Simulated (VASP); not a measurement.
Energy against volume of Al3Sc (L1_2). Calculation: vdW-DF2, VASP's PBE PAW potentials (set 64) (plane waves; VASP).

| V (Å³/atom) | E (eV/atom) |
|---|---|
| 16.635 | -2.52455 |
| 17.166 | -2.53821 |
| 17.697 | -2.54280 |
| 18.228 | -2.53980 |
| 18.759 | -2.53031 |

Question: Fit a third-order Birch-Murnaghan equation of state.

Answer: 
| Property | Value |
|---|---|
| volume per atom | 17.74 Å^3/atom |
| bulk modulus | 75.8 GPa |
| pressure derivative of the bulk modulus | 4.67 |
| lattice constant a | 4.140 Å |

Measured: a 4.103 Å (computed value off by +0.9 %), as given by A Combined Experimental and First-Principles Based Assessment of Finite-Temperature Thermodynamic Properties of …. The calculation is for a static lattice, while the measured a holds thermal and zero-point effects, which are part of the difference.

The compound is Al3Sc in the L1_2 structure. It was relaxed first.
